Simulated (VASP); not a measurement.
A convergence study with VASP on BaZrO3 (cubic perovskite): one setting is varied, all else stays as given below, so the limit is that of these other settings.

```yaml
crystal:
  lattice:
    - [4.19000, 0.00000, 0.00000]
    - [0.00000, 4.19000, 0.00000]
    - [0.00000, 0.00000, 4.19000]
  atoms:
    - { symbol: Ba, position: [0.00000, 0.00000, 0.00000] }
    - { symbol: Zr, position: [0.50000, 0.50000, 0.50000] }
    - { symbol: O, position: [0.50000, 0.00000, 0.50000] }
    - { symbol: O, position: [0.00000, 0.50000, 0.50000] }
    - { symbol: O, position: [0.50000, 0.50000, 0.00000] }
```

All values below come from PBE GGA, VASP's PBE PAW potentials (set 64) (plane waves; VASP). The tightest run used: 700 eV cut-off, 14×14×14 Γ-centred mesh, Gaussian smearing of 0.050 eV, potentials Ba_sv Zr_sv O.

| setting | E (eV/atom) | pressure (GPa) | irreducible k-points |
|---|---|---|---|
| 1×1×1 mesh | -4.8865 | 41.51 | 1 |
| 2×2×2 mesh | -8.2109 | 6.89 | 4 |
| 3×3×3 mesh | -8.3263 | 5.29 | 4 |

**Question.** These are the cheaper rows. Estimate the results at 14×14×14 mesh, and how far the last row shown lies from them.

**Answer.** 
| quantity | tightest run | last row shown is off by |
|---|---|---|
| E (eV/atom) | -8.3405 | 0.0142 |
| pressure (GPa) | 5.10 | 0.19 |

Left out are rungs that failed or repeat a setting and relaxations that didn't move; long series are thinned to 24 rows.

The compound is BaZrO3 in the cubic perovskite structure. The cell was not relaxed at this level.
